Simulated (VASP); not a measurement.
Data:

```yaml
crystal:
  lattice:
    - [0.00000, 2.93558, 2.93558]
    - [2.93558, 0.00000, 2.93558]
    - [2.93558, 2.93558, 0.00000]
  atoms:
    - { symbol: Cu, position: [0.00000, 0.00000, 0.00000] }
    - { symbol: I, position: [0.25000, 0.25000, 0.25000] }
```

All values below come from PBE GGA with D3 dispersion (zero damping), VASP's PBE PAW potentials (set 64) (plane waves; VASP 6.6.1). Settings: 520 eV cut-off, 8×8×8 Γ-centred mesh, Gaussian smearing of 0.050 eV, potentials Cu I.

### Question
Give the stress tensor in GPa (positive for a compressed cell).

### Answer

```
3.29  0.00  0.00
0.00  3.29  0.00
0.00  0.00  3.29
```
The pressure is its mean diagonal, 3.29 GPa.

The compound is CuI in the zinc blende structure. This cell is one point of a volume scan, at 0.94 of the reference volume.
